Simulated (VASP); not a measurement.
Energy against volume of Gd (hcp). Calculation: optB88-vdW, VASP's PBE PAW potentials (set 64) (plane waves; VASP). Settings: 520 eV cut-off, 12×12×7 Γ-centred mesh, first-order Methfessel-Paxton smearing of 0.10 eV, potentials Gd_3.

The 4f electrons are frozen in the core of the lanthanide potential, so 4f levels, which can set the real gap, and their magnetism are missing.

Shape and ions are relaxed at each volume.

```tsv
V (Å³/atom)	E (eV/atom)
29.913	-1.91348
30.868	-1.92429
31.822	-1.92686
32.777	-1.92229
```

Task: Fit these four points and predict the energy of the run at 33.732 Å³/atom.

Result: A cubic in V^(−2/3), the third-order Birch-Murnaghan form, passes through the four points with V0 = 31.67 Å³/atom and B0 = 41 GPa, and gives -1.9115 eV/atom there. The run gave -1.9116 eV/atom, -0.1 meV/atom from the fit; all five points give B0 = 41 GPa.

The compound is Gd in the hcp structure. It was relaxed first.
